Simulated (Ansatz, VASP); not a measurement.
## Cr2Ru3 in two plane-wave programs

Aim: how closely do two programs agree when they are given the same cell, functional and k mesh? The structure shown is the end of the VASP relaxation below.

Method: plane waves, with VASP 6.6.1 beside it; single point at PBEsol, in Ansatz 0.2.0.

## 1. Set-up

The cell holds 20 atoms: 8 Cr and 12 Ru. Cell: a = 5.440 Å, b = 5.440 Å, c = 22.560 Å, α = 90.0°, β = 90.0°, γ = 60.0°. It derives from Ru. As first built, before any earlier steps moved the atoms (in the runner's words): kind: overlayer; added: Cr; how: one layer, both faces;. Regions: layer 1, 4 atoms (4 Cr); layer 2, 4 atoms (4 Ru); layer 3, 4 atoms (4 Ru); other layers, 8 atoms (4 Ru and 4 Cr). Vacuum lies along c.

## 2. VASP: relaxation, PBEsol

This run makes the geometry at which the two programs are then compared.

Lines of VASP's logs that name or quote its potential files are left out, and so is its time.

The input, INCAR:

```
SYSTEM = Cr2Ru3
PREC = Normal
ENCUT = 330
EDIFF = 1E-05
NELM = 100
ISMEAR = 0
SIGMA = 0.1
LREAL = Auto
ALGO = Fast
GGA = PS
NBANDS = 194
ISPIN = 2
MAGMOM = 3 3 3 3 3 3 3 3 1 1 1 1 1 1 1 1 1 1 1 1
LASPH = .TRUE.
LMAXMIX = 4
LORBIT = 11
LWAVE = .FALSE.
LCHARG = .FALSE.
KPAR = 2
NCORE = 4
IBRION = 2
NSW = 50
ISIF = 0
EDIFFG = -0.05
```

The input, POSCAR:

```
Cr2Ru3
1.0
    5.4400000000      0.0000000000      0.0000000000
    2.7200000000      4.7111781966      0.0000000000
    0.0000000000      0.0000000000     22.5600000000
Cr Ru
8 12
Selective dynamics
Direct
    0.0000000000      0.0000000000      0.6897163120  T T T
    0.5000000000      0.0000000000      0.6897163120  T T T
    0.0000000000      0.5000000000      0.6897163120  T T T
    0.5000000000      0.5000000000      0.6897163120  T T T
    0.0000000000      0.0000000000      0.3102836880  T T T
    0.5000000000      0.0000000000      0.3102836880  T T T
    0.0000000000      0.5000000000      0.3102836880  T T T
    0.5000000000      0.5000000000      0.3102836880  T T T
    0.8333333330      0.3333333330      0.5948581560  T T T
    0.3333333330      0.3333333330      0.5948581560  T T T
    0.8333333330      0.8333333330      0.5948581560  T T T
    0.3333333330      0.8333333330      0.5948581560  T T T
    0.0000000000      0.0000000000      0.5000000000  F F F
    0.5000000000      0.0000000000      0.5000000000  F F F
    0.0000000000      0.5000000000      0.5000000000  F F F
    0.5000000000      0.5000000000      0.5000000000  F F F
    0.8333333330      0.3333333330      0.4051418440  T T T
    0.3333333330      0.3333333330      0.4051418440  T T T
    0.8333333330      0.8333333330      0.4051418440  T T T
    0.3333333330      0.8333333330      0.4051418440  T T T
```

The input, KPOINTS:

```
Automatic mesh
0
Gamma
4 4 1
0 0 0
```

The projector-augmented-wave data sets are Cr_pv and Ru_pv (PBE family, release 64).

Launch:

```console
$ mpirun -np 8 vasp_std
```

Numbers of over 12 decimals in the logs are rounded to 6 here.

The log of the run:

```text
[banner, memory and clock lines left out]
running    8 mpi-ranks, on    1 nodes
 distrk:  each k-point on    4 cores,    2 groups
 distr:  one band on    4 cores,    1 groups

 POSCAR found type information on POSCAR CrRu
 POSCAR found :  2 types and      20 ions
|                                                                             |
|               ----> ADVICE to this user running VASP <----                  |
|                                                                             |
|     You enforced a specific xc type in the INCAR file but a different       |
|     [... a line on the potential file left out ...]
|     I HOPE YOU KNOW WHAT YOU ARE DOING!                                     |
|                                                                             |

 LDA part: xc-table for (Slater+PW92), standard interpolation
 POSCAR, INCAR and KPOINTS ok, starting setup
 FFT: planning ... GRIDC
 FFT: planning ... GRID_SOFT
 FFT: planning ... GRID
 WAVECAR not read
 entering main loop
       N       E                     dE             d eps       ncg     rms          rms(c)
DAV:   1     0.255902458347E+04    0.25590E+04   -0.13151E+05  3736   0.101E+03
DAV:   2    -0.103765609856E+03   -0.26628E+04   -0.25312E+04  3312   0.376E+02
DAV:   3    -0.209068669475E+03   -0.10530E+03   -0.10026E+03  3372   0.863E+01
DAV:   4    -0.211285967800E+03   -0.22173E+01   -0.22120E+01  3600   0.112E+01
DAV:   5    -0.211395247286E+03   -0.10928E+00   -0.10924E+00  4448   0.192E+00    0.641E+01
RMM:   6    -0.438551373291E+03   -0.22716E+03   -0.38224E+02  3114   0.445E+01    0.144E+02
RMM:   7    -0.184762692965E+03    0.25379E+03   -0.73331E+01  3113   0.205E+01    0.426E+01
RMM:   8    -0.186672774475E+03   -0.19101E+01   -0.16422E+01  3113   0.952E+00    0.342E+01
RMM:   9    -0.178978926747E+03    0.76938E+01   -0.12769E+01  3113   0.753E+00    0.163E+01
RMM:  10    -0.182782132711E+03   -0.38032E+01   -0.40493E+00  3115   0.448E+00    0.125E+01
RMM:  11    -0.181725093786E+03    0.10570E+01   -0.93311E-01  3112   0.229E+00    0.103E+01
RMM:  12    -0.185226483980E+03   -0.35014E+01   -0.12753E+00  3180   0.171E+00    0.672E+00
RMM:  13    -0.186769440974E+03   -0.15430E+01   -0.73960E+00  3529   0.297E+00    0.681E+00
RMM:  14    -0.186737234995E+03    0.32206E-01   -0.43057E-01  3149   0.898E-01    0.633E+00
[...]
RMM:  26    -0.188652073770E+03   -0.20456E+00   -0.78008E-03  3781   0.133E-01    0.269E-01
RMM:  27    -0.188741590633E+03   -0.89517E-01   -0.41975E-03  3557   0.942E-02    0.213E-01
RMM:  28    -0.188755695084E+03   -0.14104E-01   -0.11325E-03  3368   0.628E-02    0.152E-01
RMM:  29    -0.188759686843E+03   -0.39918E-02   -0.72105E-04  3301   0.507E-02    0.104E-01
RMM:  30    -0.188761577893E+03   -0.18910E-02   -0.62290E-04  3262   0.469E-02    0.833E-02
RMM:  31    -0.188762361145E+03   -0.78325E-03   -0.30797E-04  3151   0.341E-02    0.742E-02
RMM:  32    -0.188762640784E+03   -0.27964E-03   -0.16875E-04  3067   0.236E-02    0.738E-02
RMM:  33    -0.188762641058E+03   -0.27368E-06   -0.47563E-05  2575   0.107E-02
   1 F= -.18876264E+03 E0= -.18868159E+03  d E =-.188763E+03  mag=    17.4153
[... from here on, the cycles between the ionic steps are left out ...]
   4 F= -.19031506E+03 E0= -.19026598E+03  d E =-.155242E+01  mag=     0.0284
   5 F= -.19033362E+03 E0= -.19028440E+03  d E =-.157097E+01  mag=     0.0179
   6 F= -.19041211E+03 E0= -.19036260E+03  d E =-.784892E-01  mag=     0.0082
   7 F= -.19047877E+03 E0= -.19042676E+03  d E =-.145157E+00  mag=     0.0040
   8 F= -.19041828E+03 E0= -.19035191E+03  d E =-.846631E-01  mag=     0.0009
   9 F= -.19048831E+03 E0= -.19043371E+03  d E =-.154694E+00  mag=     0.0005
  10 F= -.19051358E+03 E0= -.19046368E+03  d E =-.252743E-01  mag=     0.0003
 trial-energy change:   -0.025274  1 .order   -0.022151   -0.067724    0.023421
 step:   1.1926(harm=  1.1383)  dis= 0.02225  next Energy=  -190.516144 (dE=-0.278E-01)
 bond charge predicted
       N       E                     dE             d eps       ncg     rms          rms(c)
DAV:   1    -0.190493599267E+03    0.19985E-01   -0.22774E+00  3704   0.874E+00    0.476E-01
RMM:   2    -0.190541749265E+03   -0.48150E-01   -0.21635E-01  3118   0.165E+00    0.174E+00
RMM:   3    -0.190515966445E+03    0.25783E-01   -0.41560E-02  3129   0.613E-01    0.288E-01
RMM:   4    -0.190516495046E+03   -0.52860E-03   -0.86867E-03  3367   0.227E-01    0.196E-01
RMM:   5    -0.190516365294E+03    0.12975E-03   -0.11454E-03  3195   0.892E-02    0.158E-01
RMM:   6    -0.190516253852E+03    0.11144E-03   -0.35031E-04  3150   0.530E-02    0.771E-02
RMM:   7    -0.190516232472E+03    0.21379E-04   -0.14943E-04  3214   0.350E-02    0.161E-02
RMM:   8    -0.190516237256E+03   -0.47836E-05   -0.49328E-05  2487   0.158E-02
  11 F= -.19051624E+03 E0= -.19046549E+03  d E =-.279272E-01  mag=     0.0002
 curvature:  -0.79 expect dE=-0.304E-03 dE for cont linesearch -0.191E-05
 trial: gam= 0.06548 g(F)=  0.383E-03 g(S)=  0.000E+00 ort =-0.389E-03 (trialstep = 0.146E+01)
 search vector abs. value=  0.601E-03
 reached required accuracy - stopping structural energy minimisation
```

Parts of OUTCAR (step 2):

```text
ion  position               nearest neighbor table
   1  0.000  0.000  0.690-  12 2.65   9 2.65  11 2.65   2 2.72   2 2.72   3 2.72   4 2.72   3 2.72
                             4 2.72
   2  0.500  0.000  0.690-  11 2.65  10 2.65  12 2.65   1 2.72   1 2.72   3 2.72   4 2.72   4 2.72
                             3 2.72
   3  0.000  0.500  0.690-  10 2.65  11 2.65   9 2.65   4 2.72   4 2.72   1 2.72   2 2.72   2 2.72
                             1 2.72
   4  0.500  0.500  0.690-   9 2.65  12 2.65  10 2.65   3 2.72   3 2.72   1 2.72   2 2.72   1 2.72
                             2 2.72
   5  0.000  0.000  0.310-  20 2.65  17 2.65  19 2.65   6 2.72   6 2.72   7 2.72   8 2.72   7 2.72
                             8 2.72
   6  0.500  0.000  0.310-  19 2.65  18 2.65  20 2.65   5 2.72   5 2.72   7 2.72   8 2.72   8 2.72
                             7 2.72
   7  0.000  0.500  0.310-  18 2.65  19 2.65  17 2.65   8 2.72   8 2.72   5 2.72   6 2.72   6 2.72
                             5 2.72
   8  0.500  0.500  0.310-  17 2.65  20 2.65  18 2.65   7 2.72   7 2.72   5 2.72   6 2.72   5 2.72
                             6 2.72
   9  0.833  0.333  0.595-   4 2.65  16 2.65  13 2.65   1 2.65  15 2.65   3 2.65  10 2.72  10 2.72
                            11 2.72  12 2.72  11 2.72  12 2.72
  10  0.333  0.333  0.595-   3 2.65  15 2.65  14 2.65   2 2.65   4 2.65  16 2.65   9 2.72   9 2.72
                            11 2.72  12 2.72  12 2.72  11 2.72
  11  0.833  0.833  0.595-   2 2.65  14 2.65   3 2.65  15 2.65   1 2.65  13 2.65  12 2.72  12 2.72
                             9 2.72  10 2.72  10 2.72   9 2.72
  12  0.333  0.833  0.595-   1 2.65  13 2.65   4 2.65  16 2.65  14 2.65   2 2.65  11 2.72  11 2.72
                             9 2.72  10 2.72   9 2.72  10 2.72
  13  0.000  0.000  0.500-  12 2.65  20 2.65  17 2.65   9 2.65  19 2.65  11 2.65  14 2.72  14 2.72
                            15 2.72  16 2.72  15 2.72  16 2.72
  14  0.500  0.000  0.500-  11 2.65  19 2.65  18 2.65  10 2.65  12 2.65  20 2.65  13 2.72  13 2.72
                            15 2.72  16 2.72  16 2.72  15 2.72
  15  0.000  0.500  0.500-  10 2.65  18 2.65  11 2.65  19 2.65   9 2.65  17 2.65  16 2.72  16 2.72
                            13 2.72  14 2.72  14 2.72  13 2.72
  16  0.500  0.500  0.500-   9 2.65  17 2.65  12 2.65  20 2.65  18 2.65  10 2.65  15 2.72  15 2.72
                            13 2.72  14 2.72  13 2.72  14 2.72
  17  0.833  0.333  0.405-   8 2.65  16 2.65  13 2.65   5 2.65  15 2.65   7 2.65  18 2.72  18 2.72
                            19 2.72  20 2.72  19 2.72  20 2.72
  18  0.333  0.333  0.405-   7 2.65  15 2.65  14 2.65   6 2.65   8 2.65  16 2.65  17 2.72  17 2.72
                            19 2.72  20 2.72  20 2.72  19 2.72
  19  0.833  0.833  0.405-   6 2.65  14 2.65   7 2.65  15 2.65   5 2.65  13 2.65  20 2.72  20 2.72
                            17 2.72  18 2.72  18 2.72  17 2.72
  20  0.333  0.833  0.405-   5 2.65  13 2.65   8 2.65  16 2.65  14 2.65   6 2.65  19 2.72  19 2.72
                            17 2.72  18 2.72  17 2.72  18 2.72

  LATTYP: Found a hexagonal cell.
 ALAT       =     5.4400000000
 C/A-ratio  =     4.1470588235

 Subroutine GETGRP returns: Found 12 space group operations
 (whereof 12 operations were pure point group operations)

The static configuration has the point symmetry D_3h.

 Found      4 irreducible k-points:

   k-points           NKPTS =      4   k-points in BZ     NKDIM =      4   number of bands    NBANDS=    194

   dimension x,y,z NGX =    24 NGY =   24 NGZ =  100
   dimension x,y,z NGXF=    48 NGYF=   48 NGZF=  200

   ENCUT  =  330.0 eV  24.25 Ry    4.92 a.u.   8.06  8.06 33.42*2*pi/ulx,y,z

   NELECT =     264.0000    total number of electrons

 k-points in reciprocal lattice and weights: Automatic mesh
   0.00000000  0.00000000  0.00000000       0.062
   0.25000000 -0.00000000  0.00000000       0.375
   0.50000000 -0.00000000  0.00000000       0.188
   0.50000000  0.25000000  0.00000000       0.375

 average (electrostatic) potential at core
       1 -73.4087       2 -73.4087       3 -73.4087       4 -73.4087       5 -73.4087
       6 -73.4087       7 -73.4087       8 -73.4087       9 -76.9172      10 -76.9172
      11 -76.9172      12 -76.9172      13 -76.8718      14 -76.8718      15 -76.8718
      16 -76.8718      17 -76.9172      18 -76.9172      19 -76.9172      20 -76.9172

 E-fermi :   2.7546

 spin component 1
 k-point     1 :       0.0000    0.0000    0.0000
  band No.  band energies     occupation
    ...
    122       2.6542      0.92208
    123       2.6542      0.92208
    124       2.6542      0.92208
    125       2.7439      0.56026
    126       2.7439      0.56002
    127       2.7597      0.47087
    128       2.7597      0.47087
    129       2.7598      0.47073
    130       3.3170      0.00000
    131       3.4209      0.00000
    ...

 k-point     2 :       0.2500   -0.0000    0.0000
  band No.  band energies     occupation
    ...
    125       2.4692      0.99997
    126       2.4844      0.99993
    127       2.4996      0.99984
    128       2.6170      0.97411
    129       2.6983      0.78713
    130       2.8665      0.05671
    131       2.8665      0.05670
    132       2.8670      0.05587
    133       2.8670      0.05585
    134       2.8829      0.03478
    ...

 k-point     3 :       0.5000   -0.0000    0.0000
  band No.  band energies     occupation
    ...
    132       2.3820      1.00000
    133       2.4602      0.99998
    134       2.4602      0.99998
    135       2.6195      0.97194
    136       2.6195      0.97194
    137       2.9819      0.00065
    138       2.9819      0.00065
    139       3.3406      0.00000
    140       3.3406      0.00000
    141       3.3878      0.00000
    ...

 k-point     4 :       0.5000    0.2500    0.0000
  band No.  band energies     occupation
    ...
    131       2.4572      0.99999
    132       2.4622      0.99998
    133       2.5148      0.99965
    134       2.6836      0.84241
    135       2.8468      0.09616
    136       2.9133      0.01240
    137       2.9133      0.01240
    138       3.0255      0.00006
    139       3.3870      0.00000
    140       3.5150      0.00000
    ...

 spin component 2
 k-point     1 :       0.0000    0.0000    0.0000
  band No.  band energies     occupation
    ...
    122       2.6542      0.92208
    123       2.6542      0.92207
    124       2.6542      0.92207
    125       2.7439      0.56024
    126       2.7439      0.56000
    127       2.7598      0.47082
    128       2.7598      0.47082
    129       2.7598      0.47069
    130       3.3170      0.00000
    131       3.4209      0.00000
    ...

 k-point     2 :       0.2500   -0.0000    0.0000
  band No.  band energies     occupation
    ...
    125       2.4692      0.99997
    126       2.4844      0.99993
    127       2.4996      0.99984
    128       2.6170      0.97411
    129       2.6983      0.78701
    130       2.8665      0.05669
    131       2.8665      0.05669
    132       2.8670      0.05586
    133       2.8671      0.05584
    134       2.8829      0.03478
    ...

  energy-cutoff  :      330.00
  volume of cell :      578.19
      direct lattice vectors                 reciprocal lattice vectors
     5.440000000  0.000000000  0.000000000     0.183823529 -0.106130564  0.000000000
     2.720000000  4.711178197  0.000000000     0.000000000  0.212261128  0.000000000
     0.000000000  0.000000000 22.560000000     0.000000000  0.000000000  0.044326241

 POSITION                                       TOTAL-FORCE (eV/Angst)
 -----------------------------------------------------------------------------------
      0.00000      0.00000     15.35467        -0.000000      0.000000     -0.029391
      2.72000      0.00000     15.35467        -0.000000     -0.000000     -0.029391
      1.36000      2.35559     15.35467        -0.000000      0.000000     -0.029391
      4.08000      2.35559     15.35467         0.000000     -0.000000     -0.029391
      0.00000      0.00000      7.20533         0.000000      0.000000      0.029391
      2.72000      0.00000      7.20533        -0.000000      0.000000      0.029391
      1.36000      2.35559      7.20533         0.000000      0.000000      0.029391
      4.08000      2.35559      7.20533        -0.000000     -0.000000      0.029391
      5.44000      1.57039     13.43644        -0.000000      0.000000      0.011345
      2.72000      1.57039     13.43644         0.000000     -0.000000      0.011345
      6.80000      3.92598     13.43644         0.000000     -0.000000      0.011345
      4.08000      3.92598     13.43644         0.000000     -0.000000      0.011345
      0.00000      0.00000     11.28000         0.000000      0.000000     -0.000000
      2.72000      0.00000     11.28000         0.000000      0.000000     -0.000000
      1.36000      2.35559     11.28000         0.000000      0.000000     -0.000000
      4.08000      2.35559     11.28000         0.000000      0.000000     -0.000000
      5.44000      1.57039      9.12356        -0.000000     -0.000000     -0.011345
      2.72000      1.57039      9.12356        -0.000000     -0.000000     -0.011345
      6.80000      3.92598      9.12356         0.000000     -0.000000     -0.011345
      4.08000      3.92598      9.12356         0.000000      0.000000     -0.011345
 -----------------------------------------------------------------------------------
    total drift:                                0.000031      0.000018      0.000011

  FREE ENERGIE OF THE ION-ELECTRON SYSTEM (eV)
  ---------------------------------------------------
  free  energy   TOTEN  =      -190.5162372560 eV

  energy  without entropy=     -190.4147343160  energy(sigma->0) =     -190.46548579

 reached required accuracy - stopping structural energy minimisation

 total charge
# of ion       s       p       d       tot
------------------------------------------
    1        0.388   6.244   4.169  10.800
    2        0.388   6.244   4.169  10.800
    3        0.388   6.244   4.169  10.800
    4        0.388   6.244   4.169  10.800
    5        0.388   6.244   4.169  10.800
    6        0.388   6.244   4.169  10.800
    7        0.388   6.244   4.169  10.800
    8        0.388   6.244   4.169  10.800
    9        0.419   6.320   5.990  12.730
   10        0.419   6.320   5.990  12.730
   11        0.419   6.320   5.990  12.730
   12        0.419   6.320   5.990  12.730
   13        0.395   6.293   5.957  12.645
   14        0.395   6.293   5.957  12.645
   15        0.395   6.293   5.957  12.645
   16        0.395   6.293   5.957  12.645
   17        0.419   6.320   5.990  12.730
   18        0.419   6.320   5.990  12.730
   19        0.419   6.320   5.990  12.730
   20        0.419   6.320   5.990  12.730
--------------------------------------------------
tot          8.035 125.685 105.102 238.822

 magnetization (x)
# of ion       s       p       d       tot
------------------------------------------
    1        0.000   0.000   0.000   0.000
    2        0.000   0.000   0.000   0.000
    3        0.000   0.000   0.000   0.000
    4        0.000   0.000   0.000   0.000
    5        0.000   0.000   0.000   0.000
    6        0.000   0.000   0.000   0.000
    7        0.000   0.000   0.000   0.000
    8        0.000   0.000   0.000   0.000
    9       -0.000   0.000  -0.000  -0.000
   10       -0.000   0.000  -0.000  -0.000
   11       -0.000   0.000  -0.000  -0.000
   12       -0.000   0.000  -0.000  -0.000
   13       -0.000  -0.000   0.000  -0.000
   14       -0.000  -0.000   0.000  -0.000
   15       -0.000  -0.000   0.000  -0.000
   16       -0.000  -0.000   0.000  -0.000
   17       -0.000   0.000  -0.000  -0.000
   18       -0.000   0.000  -0.000  -0.000
   19       -0.000   0.000  -0.000  -0.000
   20       -0.000   0.000  -0.000  -0.000
--------------------------------------------------
tot          0.000   0.000   0.000   0.000

[... 2 further parts left out ...]
```

CONTCAR:

```
Cr2Ru3
   1.00000000000000
     5.4400000000000004    0.0000000000000000    0.0000000000000000
     2.7200000000000002    4.7111781965999997    0.0000000000000000
     0.0000000000000000    0.0000000000000000   22.5599999999999987
  Cr              Ru
     8    12
Selective dynamics
Direct
     0.0000000000000000    0.0000000000000000    0.6806148243559121   T   T   T
     0.5000000000000000    0.0000000000000000    0.6806148243559121   T   T   T
     0.0000000000000000    0.5000000000000000    0.6806148243559121   T   T   T
     0.5000000000000000    0.5000000000000000    0.6806148243559121   T   T   T
     0.0000000000000000    0.0000000000000000    0.3193851756440879   T   T   T
     0.5000000000000000    0.0000000000000000    0.3193851756440879   T   T   T
     0.0000000000000000    0.5000000000000000    0.3193851756440879   T   T   T
     0.5000000000000000    0.5000000000000000    0.3193851756440879   T   T   T
     0.8333333329999988    0.3333333329999988    0.5955869356440688   T   T   T
     0.3333333329999988    0.3333333329999988    0.5955869356440688   T   T   T
     0.8333333329999988    0.8333333329999988    0.5955869356440688   T   T   T
     0.3333333329999988    0.8333333329999988    0.5955869356440688   T   T   T
     0.0000000000000000    0.0000000000000000    0.5000000000000000   F   F   F
     0.5000000000000000    0.0000000000000000    0.5000000000000000   F   F   F
     0.0000000000000000    0.5000000000000000    0.5000000000000000   F   F   F
     0.5000000000000000    0.5000000000000000    0.5000000000000000   F   F   F
     0.8333333329999988    0.3333333329999988    0.4044130643559310   T   T   T
     0.3333333329999988    0.3333333329999988    0.4044130643559310   T   T   T
     0.8333333329999988    0.8333333329999988    0.4044130643559310   T   T   T
     0.3333333329999988    0.8333333329999988    0.4044130643559310   T   T   T
```

The moments of VASP's start collapse, so its state is non-magnetic. The run keeps the 12 symmetry operations of its start, so it cannot find a distortion of lower symmetry.

[end of part 1 of 2]

[Lines on the potential files, build, host, timing and source positions are cut from VASP's logs without a mark.]

[Logs are printed without paths, hosts, clocks, repeated set-up lines and the standing remarks that a program may print on its own settings, such as how far it seeks lower states.]

[Hosts, paths, dates, database ids (printed as entryN), source tags and the programs' standing remarks are cut or masked in the printed files.]
